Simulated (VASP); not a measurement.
Given:

```yaml
crystal:
  lattice:
    - [10.78075, 0.00000, 0.00000]
    - [0.00000, 3.60314, 0.00000]
    - [0.00000, 0.00000, 4.52313]
  atoms:
    - { symbol: Ge, position: [0.87225, 0.25000, 0.36689] }
    - { symbol: Ge, position: [0.12775, 0.75000, 0.63311] }
    - { symbol: Ge, position: [0.62775, 0.75000, 0.86689] }
    - { symbol: Ge, position: [0.37225, 0.25000, 0.13311] }
    - { symbol: S, position: [0.65483, 0.25000, 0.51479] }
    - { symbol: S, position: [0.34517, 0.75000, 0.48521] }
    - { symbol: S, position: [0.84517, 0.75000, 0.01479] }
    - { symbol: S, position: [0.15483, 0.25000, 0.98521] }
```

Calculation: PBE GGA, VASP's PBE PAW potentials (set 64) (plane waves; VASP). Run with 300 eV cut-off, 2×4×3 Γ-centred mesh, Gaussian smearing of 0.010 eV, potentials Ge_d S.

Question: What does the run give for the energy per atom (σ→0), band gap (on the k-mesh) with the smallest direct gap where there is one?

Answer: 
```
Item                                          Value
-----------------------------------  --------------
band gap (on the k-mesh)                    1.16 eV
smallest direct gap (on the k-mesh)         1.16 eV
energy per atom (σ→0)                -4.568 eV/atom
```

The absolute energy has meaning only against runs of the same code, potentials and settings.

The structure comes from a computed database's GeS entry, a phase known from measurement. The cell was not relaxed at this level. The k-mesh is coarse (spacing up to 0.46 per Å, 2π included), so the numbers may not be converged in it.
